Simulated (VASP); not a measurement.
```
ZnS
1.0
    0.00000     2.72052     2.72052
    2.72052     0.00000     2.72052
    2.72052     2.72052     0.00000
Zn S
1 1
Direct
  0.00000   0.00000   0.00000
  0.25000   0.25000   0.25000
```

Method: PBE GGA, VASP's PBE PAW potentials (set 64) (plane waves; VASP). Run with 530 eV cut-off, 8×8×8 Γ-centred mesh, Gaussian smearing of 0.050 eV, potentials Zn S.

Q: Give the elastic stiffness tensor with the ions relaxed (GPa, in the frame of the cell).

A: 
```json
[
 {"": "xx", "xx": "97.6", "yy": "56.8", "zz": "56.8", "yz": "0.0", "xz": "0.0", "xy": "0.0"},
 {"": "yy", "xx": "56.8", "yy": "97.6", "zz": "56.8", "yz": "0.0", "xz": "0.0", "xy": "0.0"},
 {"": "zz", "xx": "56.8", "yy": "56.8", "zz": "97.6", "yz": "0.0", "xz": "0.0", "xy": "0.0"},
 {"": "yz", "xx": "0.0", "yy": "0.0", "zz": "0.0", "yz": "46.4", "xz": "0.0", "xy": "0.0"},
 {"": "xz", "xx": "0.0", "yy": "0.0", "zz": "0.0", "yz": "0.0", "xz": "46.4", "xy": "0.0"},
 {"": "xy", "xx": "0.0", "yy": "0.0", "zz": "0.0", "yz": "0.0", "xz": "0.0", "xy": "46.4"}
]
```

Q: Predict the Hill bulk modulus, Hill shear modulus, Young's modulus, Poisson's ratio.

A: 
```json
{
 "hill_bulk_modulus": "70.4 GPa",
 "hill_shear_modulus": "333 kbar",
 "Young's modulus": "86.4 GPa",
 "Poisson's ratio": "0.295"
}
```

Measured: C11 98.1 GPa (computed value off by -0.5 %), C12 62.7 GPa (computed value off by -9.5 %), C44 44.8 GPa (computed value off by +3.4 %), as given by Oses et al., (2018), arXiv:1811.08464. The calculation is for a static lattice, while the measured C11, C12, C44 hold thermal and zero-point effects, which are part of the difference.

The compound is ZnS in the zinc blende structure. It was relaxed first.
